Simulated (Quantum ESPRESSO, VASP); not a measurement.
VASP ran on this input.

KPOINTS:
```
Automatic mesh
0
Gamma
5 5 5
0 0 0
```

POSCAR:
```
SnTe
1
    0.0000000000     3.0936400000     3.0936400000
    3.0936400000     0.0000000000     3.0936400000
    3.0936400000     3.0936400000     0.0000000000
Sn Te
1 1
Direct
  0.0000000000   0.0000000000   0.0000000000
  0.5000000000   0.5000000000   0.5000000000
```

### INCAR
```
SYSTEM = SnTe
PREC = Accurate
ENCUT = 300
EDIFF = 1E-6
NELM = 100
ALGO = Normal
LREAL = .FALSE.
LASPH = .TRUE.
ISMEAR = -1
SIGMA = 0.01
LMAXMIX = 4
LWAVE = .FALSE.
LCHARG = .FALSE.
ISIF = 2
```

POTCAR, in this order: Sn_d Te (LDA.64 set). Program: vasp_std.

Write an input for Quantum ESPRESSO that does the same calculation.

One input that does it (LDA (PZ), GBRV 1.5 ultrasoft (LDA) pseudopotentials):
```
&control
    calculation = 'scf',
    prefix = 'SnTe',
    outdir = './tmp',
    pseudo_dir = './',
    tprnfor = .true.,
    tstress = .true.,
/
&system
    ibrav = 0,
    nat = 2,
    ntyp = 2,
    ecutwfc = 40,
    ecutrho = 200,
    occupations = 'smearing',
    smearing = 'fd',
    degauss = 0.000734986,
/
&electrons
    conv_thr = 1.0e-11,
/
ATOMIC_SPECIES
Sn   118.7100  sn_lda_v1.4.uspp.F.UPF
Te   127.6000  te_lda_v1.uspp.F.UPF
CELL_PARAMETERS bohr
   0.000000000     5.846132328     5.846132328
   5.846132328     0.000000000     5.846132328
   5.846132328     5.846132328     0.000000000
ATOMIC_POSITIONS crystal
Sn    0.000000000    0.000000000    0.000000000
Te    0.500000000    0.500000000    0.500000000
K_POINTS automatic
5 5 5  0 0 0
```
Both inputs were run and reached self-consistency, which says nothing on mesh or cut-off. Potentials, basis and cut-offs are each code's own, so they don't translate, and total energies aren't comparable.

VASP's LDA is the Perdew-Zunger fit; the other code's may be Perdew-Wang, which differs slightly.

The structure is a typed SnTe crystal (Fm-3m). The cell was not relaxed at this level, and it may have been scaled.
